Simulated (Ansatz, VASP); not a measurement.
# Ru (Ruthenium): VASP beside Ansatz

One calculation is typed for both programs; each brings its own data sets. How far apart do they land? The structure shown is the end of the Ansatz relaxation below.

Calculated with Ansatz 0.2.0; plane waves, with VASP 6.6.1 beside it; single point at PBEsol.

### Step 1. Starting point

The structure is hexagonal, space group P6_3/mmc (No. 194). Conventional cell: a = 2.798 Å, b = 2.798 Å, c = 4.154 Å, α = 90.00°, β = 90.00°, γ = 120.00°. Nearest to Ru lie 12 Ru at 2.63 to 2.80 Å.

### Step 2. Ansatz: relaxation, PBEsol

Ansatz runs on its PAW soft_1 files.

This run makes the geometry at which the two programs are then compared.

The input, input.yaml:

```yaml
crystal:
  lattice:
    - [2.798119129, 0.0, 0.0]
    - [-1.3990595645, 2.4232422485, 0.0]
    - [0.0, 0.0, 4.1778640295]
  atoms:
    - { symbol: Ru, position: [0.3333333333, 0.6666666667, 0.25] }
    - { symbol: Ru, position: [0.6666666667, 0.3333333333, 0.75] }
kpoints:
  mp_grid: { grid: [18, 18, 12] }
hamiltonian:
  xc: pbesol
  pseudopotentials: { kind: paw, azcp: { folder: soft_1 }, xc_functional: pbe }
scf:
  occupations: { method: methfessel_paxton, width: 0.2 }
output:
  forces: true
  stress: true
  eigenvalues: true
relax:
  adjacent_minimum: "off"
  f_tol: 0.001
  max_steps: 60
  cell: { stress_tol: 0.01, fix: [a, b, gamma] }
```

Started as:

```sh
$ ansatz run input.yaml --threads 4 --pin off --max-ram 10240MiB --backend cpu --events-out ev --progress --plain --runs-dir out
```

Numbers of over 12 decimals in the logs are rounded to 6 here.

The log of the run:

```text
Engine: ansatz 0.2.0, x86_64-unknown-linux-gnu
Pseudopotentials: kind: paw
Pseudopotential: Ru, paw, valence charge 16, recommended cutoff 420 eV (normal), soft_1/Ru.paw.azcp
Functional definition: PBEsol
  exchange = pbesol_x
  correlation = pbesol_c
Crystal: 2 atoms, lattice volume = 28.328 Å³
Basis set: ecut = 420 eV, 577 PW (Γ), exchange–correlation on 40×40×60 points (8 copies of the dense FFT grid, shifted against one another)
Bands: 20, of which v1, the nominal top of the filled ones, is band 16 counted from 1 (15 counted from 0)
Symmetry: 24 space group operations
Space group: P63/mmc (ITA 194), of the structure as read, at distance tolerance 3.0e-5 Å
k-points: 259 of 3888
Non-local potential: Ru, projectors of the file, l = 0: 3, l = 1: 2, l = 2: 2, l = 3: 1
PAW form: soft (Blöchl's): semilocal exchange-correlation on the pseudo side does not see the compensation charge
PAW frozen core: Ru, regenerated for the run's functional, and the local potential with it (the file was generated under x = pbe(κ = 0.804, μ = 0.219515), c = pbe(β = 0.066725))
PAW one-centre angular grid: Ru, 590 points (default); XC on 64 Gauss nodes
Initial density: superposition of atomic densities (chi_scale 0.1, normalization cell)
Initial wavefunctions: pseudopotential atomic-orbital guess
Functional: x = pbesol(κ = 0.804, μ = 0.123457), c = pbesol(β = 0.046)
SCF iter   1: F=—  HF=-11634.464234 eV  |F-HF|=—  |Δ(HF+E_count)|=         —  Δρ=1.30e-1  dr2=4.70e0  ethr=3.10e-3  ⟨swp⟩=4.9  Hψ=19794  notcnv=0
preconditioner: auto → none  [metal: Δε(μ)=0.027 eV  Ē_g=5.917 eV  σ=0.200 eV  W_gap=0.11  n_scr=8 (ndim 8)  ℏωp=27.9 eV  f_vac=0.000  D(μ)=1.44/eV (n_scr^D=22)  sad-step TF]
SCF iter   2: F=—  HF=-11633.350317 eV  |F-HF|=—  |Δ(HF+E_count)|=    1.11e0  S|Δr|=    0.00e0  Δρ=6.92e-2  dr2=1.33e0  ethr=3.10e-3  ⟨swp⟩=2.3  Hψ=10563  notcnv=0  defer=24
SCF iter   3: F=—  HF=-11632.928379 eV  |F-HF|=—  |Δ(HF+E_count)|=   4.22e-1  S|Δr|=    0.00e0  Δρ=4.02e-3  dr2=1.79e-3  ethr=3.10e-3  ⟨swp⟩=2.0  Hψ=8177  notcnv=0  defer=24
SCF iter   4: F=—  HF=-11632.929744 eV  |F-HF|=—  |Δ(HF+E_count)|=   1.37e-3  S|Δr|=    0.00e0  Δρ=4.74e-4  dr2=1.96e-5  ethr=5.58e-6  ⟨swp⟩=2.4  Hψ=11553  notcnv=0  defer=4
SCF iter   5: F=—  HF=-11632.929750 eV  |F-HF|=—  |Δ(HF+E_count)|=   5.44e-6  S|Δr|=    0.00e0  Δρ=2.20e-4  dr2=8.10e-6  ethr=6.12e-8  ⟨swp⟩=2.0  Hψ=9354  notcnv=0  defer=4
SCF iter   6: F=—  HF=-11632.929747 eV  |F-HF|=—  |Δ(HF+E_count)|=   2.34e-6  S|Δr|=    0.00e0  Δρ=5.69e-5  dr2=7.10e-7  ethr=2.53e-8  ⟨swp⟩=2.4  Hψ=8937  notcnv=0  defer=4
SCF iter   7: F=-11632.929747 eV  HF=-11632.929747 eV  |F-HF|=5.41e-9  |Δ(HF+E_count)|=   2.24e-7  S|Δr|=    0.00e0  Δρ=6.03e-6  dr2=6.65e-9  ethr=3.13e-10  ⟨swp⟩=5.2  Hψ=22957  notcnv=0
SCF 1 converged in 7 iterations: F = -11632.929747 eV  dr2 = 6.65e-9
  greatest PAW one-centre occupation: 1.000 electrons in one spin orbital (limit 2), on the Ru atom at site 1 (counted from 0), in its partial waves of l = 0
relax step   1: F+E_penalty+E_count = -11632.92974720 eV  Δ(F+E_penalty+E_count) = +0.000e0 eV  max|allowed force component| = 1.735e-17 eV/Å  Δτ_max = 0.0000 Å  P = -16.747 GPa  Ω = 28.328 Å³  fix = [a, b, gamma]  reactions: a -23.342, b -23.342 GPa  (7 SCF iters, dr2 threshold 1.00e-7 eV, accepted)
[...]
relax step   2: F+E_penalty+E_count = -11632.93070813 eV  Δ(F+E_penalty+E_count) = -9.609e-4 eV  max|allowed force component| = 1.185e-17 eV/Å  Δτ_max = 0.0000 Å  P = -13.424 GPa  Ω = 28.036 Å³  energy of the carried Pulay correction = +3.810e-4 eV  fix = [a, b, gamma]  reactions: a -21.636, b -21.636 GPa  (4 SCF iters, dr2 threshold 2.00e-7 eV, accepted)
[...]
relax step   4: F+E_penalty+E_count = -11632.93175667 eV  Δ(F+E_penalty+E_count) = -4.083e-6 eV  max|allowed force component| = 1.041e-17 eV/Å  Δτ_max = 0.0000 Å  P = -14.948 GPa  Ω = 28.167 Å³  energy of the carried Pulay correction = +2.096e-4 eV  fix = [a, b, gamma]  reactions: a -22.422, b -22.422 GPa  (2 SCF iters, dr2 threshold 9.33e-9 eV, accepted)
[...]
relax step   5: F+E_penalty+E_count = -11632.93155776 eV  Δ(F+E_penalty+E_count) = +1.989e-4 eV  max|allowed force component| = 5.782e-18 eV/Å  Δτ_max = 0.0000 Å  P = -14.953 GPa  Ω = 28.167 Å³  fix = [a, b, gamma]  reactions: a -22.423, b -22.423 GPa  stress off target by 1.27e-2 GPa on what of the cell is left free  SCF on the basis re-selected at this cell (its energy is not comparable with the rows above)  (4 SCF iters)
[...]
relax step   6: F+E_penalty+E_count = -11632.93155853 eV  Δ(F+E_penalty+E_count) = -7.608e-7 eV  max|allowed force component| = 2.486e-17 eV/Å  Δτ_max = 0.0000 Å  P = -14.946 GPa  Ω = 28.166 Å³  energy of the carried Pulay correction = +7.384e-7 eV  fix = [a, b, gamma]  reactions: a -22.420, b -22.420 GPa  (2 SCF iters, dr2 threshold 4.04e-10 eV, accepted)
[...]
relax step   7: F+E_penalty+E_count = -11632.93155805 eV  Δ(F+E_penalty+E_count) = +4.781e-7 eV  max|allowed force component| = 2.371e-17 eV/Å  Δτ_max = 0.0000 Å  P = -14.946 GPa  Ω = 28.166 Å³  fix = [a, b, gamma]  reactions: a -22.419, b -22.419 GPa  stress off target by 4.83e-6 GPa on what of the cell is left free  SCF on the basis re-selected at this cell (its energy is not comparable with the rows above)  (4 SCF iters)
basis re-selected at this cell: Δ(F+E_penalty+E_count) = +4.781e-7 eV, ΔP = +0.000 GPa vs the last step (what re-selecting the basis moved, of the pressure what is left beyond the Pulay correction that the steps carried, after the strain that the cell walked since its last selection, with what the two solves' SCF thresholds leave and, on support functions, any second-order correction that the steps lacked; it is no m [...]
SCF converged after 4 iterations
Stability not checked: this state was not tested for a lower state beside it, because cold or Methfessel-Paxton smearing, or corrected tetrahedra, fill the levels in a way that the test cannot read (fill_not_monotonic; see scf.lower_state_search)
Free energy (F): -11632.931558 eV
Harris-Foulkes:  -11632.931558 eV  (|F-HF|=0.00e0)
Internal energy: -11632.931306 eV  (E = F + TS)
E sigma→0 (E₀):  -11632.931495 eV
Entropy (-TS):   -0.000253 eV (-0.126 meV/atom)
Fermi energy:    22.167768 eV
--- Per-component energies (eV) ---
  E_band       = -146.303068
  E_kinetic    = 917.158322
  E_local      = -2625.894354  (includes V_loc(G=0)·N_el)
  E_nonlocal   = 828.538434
  E_hartree    = 867.296538
  E_xc         = -337.254108
  E_vxc        = -427.793294  (∫ρ·V_xc dr)
  E_paw        = -6879.736858  (= ΣΔE_a)
  E_vpaw       = -572.906493  (= ΣTr[D̂ρ^β])
  E_aug_tail   = 0.001231  (compensation charges beyond the density's cutoff)
  E_ewald      = -4403.547105
  E_core_change = 0.506593  (= ΣΔE_core)
  E_smearing   = -0.000253  (= −TS)
  E_closure    = 0.000000  (closes the sum)
  Σ components = -11632.931558   (vs F -11632.931558, Δ=0.00e0)
--- Forces (eV/Å), atoms counted from 1 ---
  atom   1  Ru     0.00000000     0.00000000     0.00000000
  atom   2  Ru     0.00000000    -0.00000000    -0.00000000
  max |Σ_I F_I| component: 1.16e-18 eV/Å
--- Stress (GPa, compression-positive) ---
      -22.419480       0.000000       0.000000
        0.000000     -22.419480      -0.000000
        0.000000      -0.000000      -0.000005
  P = ⅓ Tr σ = -14.9463 GPa (-149.463 kbar)
--- Band table (eV; the first three rows and the last of 259) ---
  k-point 0: bands = [... 12 lower, 20.3716, 20.3716, 20.4054, 20.4054, 20.4209, 23.2850, 23.2850, 24.0905]
  k-point 1: bands = [... 12 lower, 20.3378, 20.3378, 20.3721, 20.5497, 20.5497, 23.3092, 23.3092, 23.7931]
  k-point 2: bands = [... 12 lower, 20.1590, 20.1590, 20.2350, 20.9324, 20.9324, 23.0386, 23.3545, 23.3545]
  k-point 258: bands = [... 12 lower, 19.5563, 19.5563, 21.0940, 21.0940, 23.1341, 23.1341, 29.9388, 29.9388]
--- Relaxed structure (5 steps of the walk, 5 accepted, 2 SCFs on fresh bases) ---
  F+E_penalty+E_count = -11632.93155805 eV   max|allowed force component| = 2.371e-17 eV/Å   (the final SCF, on the basis selected at the relaxed cell)
  cell:  # Å, volume = 28.1664 Å³
    - [2.798119, 0, 0.0]
    - [-1.399060, 2.423242, 0.0]
    - [0.0, 0.0, 4.154019]
  atoms:
    - { symbol: Ru, position: [0.333333, 0.666667, 0.250000] }
    - { symbol: Ru, position: [0.666667, 0.333333, 0.750000] }
```

### Step 3. VASP: single point, PBEsol, pair 1

The same cell, functional, mesh and smearing now go to VASP, with its own data sets.

Lines of VASP's logs that name or quote its potential files are left out, and so is its time.

The input, INCAR:

```
SYSTEM = Ru
PREC = Accurate
ENCUT = 500
EDIFF = 1E-06
NELM = 120
ISMEAR = 1
SIGMA = 0.2
LREAL = .FALSE.
ALGO = Normal
GGA = PS
NBANDS = 20
LASPH = .TRUE.
LORBIT = 11
LWAVE = .FALSE.
LCHARG = .FALSE.
ISIF = 2
GGA_COMPAT = .FALSE.
KPAR = 2
```

The input, POSCAR:

```
Ru
1.0
    2.7981191290      0.0000000000      0.0000000000
   -1.3990595645      2.4232422485      0.0000000000
    0.0000000000      0.0000000000      4.1540185431
Ru
2
Direct
    0.3333333333      0.6666666667      0.2500000000
    0.6666666667      0.3333333333      0.7500000000
```

The input, KPOINTS:

```
Automatic mesh
0
Gamma
18 18 12
0 0 0
```

The projector-augmented-wave data sets are Ru_pv (PBE family, release 64).

Started as:

```sh
$ mpirun -np 2 vasp_std
```

The log of the run:

```text
[banner, memory and clock lines left out]
running    2 mpi-ranks, on    1 nodes
 distrk:  each k-point on    1 cores,    2 groups
 distr:  one band on    1 cores,    1 groups

 POSCAR found type information on POSCAR Ru
 POSCAR found :  1 types and       2 ions
|                                                                             |
|               ----> ADVICE to this user running VASP <----                  |
|                                                                             |
|     You enforced a specific xc type in the INCAR file but a different       |
|     [... a line on the potential file left out ...]
|     I HOPE YOU KNOW WHAT YOU ARE DOING!                                     |
|                                                                             |

 LDA part: xc-table for (Slater+PW92), standard interpolation
 POSCAR, INCAR and KPOINTS ok, starting setup
 FFT: planning ... GRIDC
 FFT: planning ... GRID_SOFT
 FFT: planning ... GRID
 WAVECAR not read
 entering main loop
       N       E                     dE             d eps       ncg     rms          rms(c)
DAV:   1     0.279180080107E+03    0.27918E+03   -0.17320E+04 10400   0.150E+03
DAV:   2    -0.158834709291E+02   -0.29506E+03   -0.28696E+03 10724   0.450E+02
DAV:   3    -0.217654858202E+02   -0.58820E+01   -0.58348E+01 11820   0.706E+01
DAV:   4    -0.218128301982E+02   -0.47344E-01   -0.47308E-01 13548   0.593E+00
DAV:   5    -0.218134997746E+02   -0.66958E-03   -0.66790E-03 11612   0.603E-01    0.179E+01
DAV:   6    -0.202637962788E+02    0.15497E+01   -0.37632E+00 11900   0.192E+01    0.409E+00
DAV:   7    -0.201879971261E+02    0.75799E-01   -0.49633E-01 12056   0.502E+00    0.904E-01
DAV:   8    -0.201800145389E+02    0.79826E-02   -0.22517E-02 11480   0.113E+00    0.374E-01
DAV:   9    -0.201786709684E+02    0.13436E-02   -0.20349E-03 12000   0.499E-01    0.374E-02
DAV:  10    -0.201786684431E+02    0.25253E-05   -0.12188E-04 11696   0.112E-01    0.191E-02
DAV:  11    -0.201786709075E+02   -0.24644E-05   -0.50451E-06 12128   0.211E-02    0.191E-03
DAV:  12    -0.201786706743E+02    0.23317E-06   -0.18813E-07  7156   0.397E-03
   1 F= -.20178671E+02 E0= -.20178596E+02  d E =-.223151E-03
```

Parts of OUTCAR (step 3):

```text
ion  position               nearest neighbor table
   1  0.333  0.667  0.250-   2 2.63   2 2.63   2 2.63   2 2.63   2 2.63   2 2.63
   2  0.667  0.333  0.750-   1 2.63   1 2.63   1 2.63   1 2.63   1 2.63   1 2.63

  LATTYP: Found a hexagonal cell.
 ALAT       =     2.7981191290
 C/A-ratio  =     1.4845752992

 Subroutine GETGRP returns: Found 24 space group operations
 (whereof 12 operations were pure point group operations)

The static configuration has the point symmetry D_3d.
 The point group associated with its full space group is D_6h.

 Found    259 irreducible k-points:

   k-points           NKPTS =    259   k-points in BZ     NKDIM =    259   number of bands    NBANDS=     20

   dimension x,y,z NGX =    20 NGY =   20 NGZ =   30
   dimension x,y,z NGXF=    40 NGYF=   40 NGZF=   60

   ENCUT  =  500.0 eV  36.75 Ry    6.06 a.u.   5.10  5.10  7.57*2*pi/ulx,y,z

   NELECT =      28.0000    total number of electrons

 k-points in reciprocal lattice and weights: Automatic mesh
   0.00000000  0.00000000  0.00000000       0.000
   0.05555556  0.00000000  0.00000000       0.002
   0.11111111  0.00000000  0.00000000       0.002
   0.16666667  0.00000000  0.00000000       0.002
   0.22222222  0.00000000  0.00000000       0.002
   0.27777778  0.00000000  0.00000000       0.002
   0.33333333  0.00000000  0.00000000       0.002
   0.38888889  0.00000000  0.00000000       0.002
   0.44444444  0.00000000  0.00000000       0.002
[...]
0.33333333  0.27777778  0.50000000       0.003
   0.33333333  0.33333333  0.50000000       0.001

 average (electrostatic) potential at core
       1 -67.7531       2 -67.7531

 E-fermi :  12.0627

 k-point     1 :       0.0000    0.0000    0.0000
  band No.  band energies     occupation
    ...
     11      10.2679      2.00000
     12      10.2679      2.00000
     13      10.3024      2.00000
     14      10.3024      2.00000
     15      10.3171      2.00000
     16      13.1773     -0.00000
     17      13.1773     -0.00000
     18      13.9922     -0.00000
     19      22.3486      0.00000
     20      22.3815      0.00000

 k-point     2 :       0.0556    0.0000    0.0000
  band No.  band energies     occupation
    ...
     11      10.1853      2.00000
     12      10.2025      2.00000
     13      10.2643      2.00000
     14      10.3765      2.00000
     15      10.4590      2.00000
     16      12.4465     -0.02058
     17      13.2266     -0.00000
     18      14.8720     -0.00000
     19      22.3479      0.00000
     20      22.3843      0.00000

 k-point     3 :       0.1111    0.0000    0.0000
  band No.  band energies     occupation
    ...
     12      10.0268      2.00000
     13      10.1683      2.00000
     14      10.5941      2.00000
     15      10.7497      2.00000
     16      11.6512      2.01323
     17      13.3556     -0.00000
     18      16.1526      0.00000
     19      22.3448      0.00000
     20      22.3808      0.00000

  Total       -3.9586319     -3.9586319     -0.0284261      0.0000000      0.0000000      0.0000000
  in kB     -225.1771109   -225.1771109     -1.6169515      0.0000000      0.0000000      0.0000000
  external PRESSURE =    -150.6570578 kB  Pullay stress =       0.0000000 kB

  energy-cutoff  :      500.00
  volume of cell :       28.17
      direct lattice vectors                 reciprocal lattice vectors
     2.798119129  0.000000000  0.000000000     0.357382925  0.206335128  0.000000000
    -1.399059564  2.423242248  0.000000000     0.000000000  0.412670256  0.000000000
     0.000000000  0.000000000  4.154018543     0.000000000  0.000000000  0.240730750

 POSITION                                       TOTAL-FORCE (eV/Angst)
 -----------------------------------------------------------------------------------
     -0.00000      1.61549      1.03850        -0.000000      0.000000      0.000000
      1.39906      0.80775      3.11551         0.000000     -0.000000      0.000000
 -----------------------------------------------------------------------------------
    total drift:                               -0.000000      0.000000     -0.000000

  FREE ENERGIE OF THE ION-ELECTRON SYSTEM (eV)
  ---------------------------------------------------
  free  energy   TOTEN  =       -20.1786706743 eV

  energy  without entropy=      -20.1784475236  energy(sigma->0) =      -20.17859629

 total charge
# of ion       s       p       d       tot
------------------------------------------
    1        0.391   6.296   5.915  12.601
    2        0.391   6.296   5.915  12.601
--------------------------------------------------
tot          0.781  12.591  11.830  25.203

[... 3 further parts left out ...]
```

The run ends at a pressure of -15.07 GPa.

### Step 4. Side by side

Known differences besides the potentials themselves: the data sets hold 32 valence electrons in Ansatz (on its PAW soft_1 files) and 28 in VASP; the cutoff is 420 eV in Ansatz and 500 eV in VASP; Ansatz makes its cores anew for this functional, VASP keeps those of its PBE data sets; Ansatz's pressure holds a Pulay correction, VASP's none. Total energies have different zeros and are not compared.

Compared:

| quantity | Ansatz | VASP | difference |
| --- | --- | --- | --- |
| pressure (GPa) | -14.95 | -15.07 | +0.12 |

### Step 5. Ansatz: relaxation, PBEsol

This run makes the geometry at which the two programs are then compared. The cell compared in this pair holds 26.78 Å³, against 28.17 Å³ for the pair before.

The structure compared here is the end of the Ansatz relaxation.

input.yaml, the sections that differ from step 2:

```yaml
crystal:
  lattice:
    - [2.6904991625, 0.0, 0.0]
    - [-1.3452495812, 2.3300406236, 0.0]
    - [0.0, 0.0, 4.2917887694]
  atoms:
    - { symbol: Ru, position: [0.3333333333, 0.6666666667, 0.25] }
    - { symbol: Ru, position: [0.6666666667, 0.3333333333, 0.75] }
relax:
  adjacent_minimum: "off"
  f_tol: 0.001
  max_steps: 60
  cell: { stress_tol: 0.01, fix: [c, angles] }
# kpoints, hamiltonian, scf, output: as in step 2
```

Started as:

```sh
$ ansatz run input.yaml --threads 4 --pin off --max-ram 10240MiB --backend cpu --events-out ev --progress --plain --runs-dir out
```

The log of the run:

```text
[...]
k-point 636: bands = [... 12 lower, 22.5276, 22.5276, 24.0159, 24.0159, 25.3576, 25.3576, 27.0004, 27.0004]
--- Relaxed structure (4 steps of the walk, 3 accepted, 1 SCFs on fresh bases) ---
[...]
cell:  # Å, volume = 26.7845 Å³
    - [2.684461, -2.8802791456083048e-11, 0.0]
    - [-1.342230, 2.324811, 0.0]
    - [0.0, 0.0, 4.2917887694]
  atoms:
    - { symbol: Ru, position: [0.333333, 0.666667, 0.25] }
    - { symbol: Ru, position: [0.666667, 0.333333, 0.75] }
[key lines of the parts left out:]
SCF converged after 4 iterations
Free energy (F): -11633.090684 eV
Fermi energy:    23.574381 eV
P = ⅓ Tr σ = -1.9873 GPa (-19.873 kbar)
```

[end of part 1 of 2]

[Lines on the potential files, build, host, timing and source positions are cut from VASP's logs without a mark.]

[Logs are printed without paths, hosts, clocks, repeated set-up lines and the standing remarks that a program may print on its own settings, such as how far it seeks lower states.]

[Hosts, paths, dates, database ids (printed as entryN), source tags and the programs' standing remarks are cut or masked in the printed files.]
